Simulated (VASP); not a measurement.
A convergence study with VASP on Nb (bcc): a few settings are varied, all else stays as given below, so the limit is that of these other settings. The cell's lengths are 1 % over those of the tabulated start, so it is off equilibrium.

```yaml
crystal:
  lattice:
    - [-1.66650, 1.66650, 1.66650]
    - [1.66650, -1.66650, 1.66650]
    - [1.66650, 1.66650, -1.66650]
  atoms:
    - { symbol: Nb, position: [0.00000, 0.00000, 0.00000] }
```

These are LDA (Ceperley-Alder, Perdew-Zunger), VASP's LDA PAW potentials (set 64) (plane waves; VASP 6.6.1) values and carry that method's errors. The last row used: 550 eV cut-off, 13×13×13 Γ-centred mesh, first-order Methfessel-Paxton smearing of 0.10 eV, potentials Nb_sv.

| setting | E (eV/atom) | pressure (GPa) | electronic steps |
|---|---|---|---|
| ALGO = Normal, EDIFF = 1E-2 | -11.2025 | -15.72 | 8 |
| ALGO = Normal, EDIFF = 1E-3 | -11.2026 | -14.20 | 9 |
| ALGO = Normal, EDIFF = 1E-4 | -11.2027 | -14.16 | 9 |
| ALGO = Normal, EDIFF = 1E-5 | -11.2027 | -13.94 | 10 |
| ALGO = Normal, EDIFF = 1E-6 | -11.2027 | -13.62 | 11 |
| ALGO = Normal, EDIFF = 1E-7 | -11.2027 | -13.60 | 12 |
| ALGO = Normal, EDIFF = 1E-8 | -11.2027 | -13.57 | 14 |
| ALGO = Normal, EDIFF = 1E-9 | -11.2027 | -13.57 | 14 |
| ALGO = Fast, EDIFF = 1E-2 | -11.1980 | -20.90 | 8 |
| ALGO = Fast, EDIFF = 1E-3 | -11.2015 | -14.33 | 10 |
| ALGO = Fast, EDIFF = 1E-4 | -11.2026 | -14.21 | 16 |
| ALGO = Fast, EDIFF = 1E-5 | -11.2027 | -13.49 | 20 |
| ALGO = Fast, EDIFF = 1E-6 | -11.2027 | -13.58 | 26 |
| ALGO = Fast, EDIFF = 1E-7 | -11.2027 | -13.57 | 37 |
| ALGO = Fast, EDIFF = 1E-8 | -11.2027 | -13.57 | 51 |
| ALGO = Fast, EDIFF = 1E-9 | -11.2027 | -13.57 | 65 |
| ALGO = All, EDIFF = 1E-2 | -11.1997 | -15.47 | 10 |
| ALGO = All, EDIFF = 1E-3 | -11.2023 | -13.35 | 12 |
| ALGO = All, EDIFF = 1E-4 | -11.2026 | -13.64 | 14 |
| ALGO = All, EDIFF = 1E-5 | -11.2027 | -13.55 | 17 |
| ALGO = All, EDIFF = 1E-6 | -11.2027 | -13.55 | 20 |
| ALGO = All, EDIFF = 1E-7 | -11.2027 | -13.57 | 24 |
| ALGO = All, EDIFF = 1E-8 | -11.2027 | -13.57 | 30 |
| ALGO = All, EDIFF = 1E-9 | -11.2027 | -13.57 | 34 |

Left out are rungs that failed or repeat a setting and relaxations that didn't move; long series are thinned to 24 rows.

The compound is Nb in the bcc structure. The cell was not relaxed at this level.
